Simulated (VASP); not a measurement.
Energy against volume of K (bcc). These are MS2 meta-GGA, VASP's PBE PAW potentials (set 64) (plane waves; VASP 6.6.1) values and carry that method's errors. Run with 520 eV cut-off, 10×10×10 Γ-centred mesh, first-order Methfessel-Paxton smearing of 0.10 eV, potentials K_sv.

```tsv
V (Å³/atom)	E (eV/atom)
70.516	-6.36486
72.766	-6.36745
75.017	-6.36831
77.267	-6.36768
```

Fit these four points and predict the energy of the run at 79.518 Å³/atom.

A cubic in V^(−2/3), the third-order Birch-Murnaghan form, passes through the four points with V0 = 75.13 Å³/atom and B0 = 4 GPa, and gives -6.3658 eV/atom there. The run gave -6.3657 eV/atom, +0.0 meV/atom from the fit; all five points give B0 = 4 GPa.

The compound is K in the bcc structure. It was relaxed first.
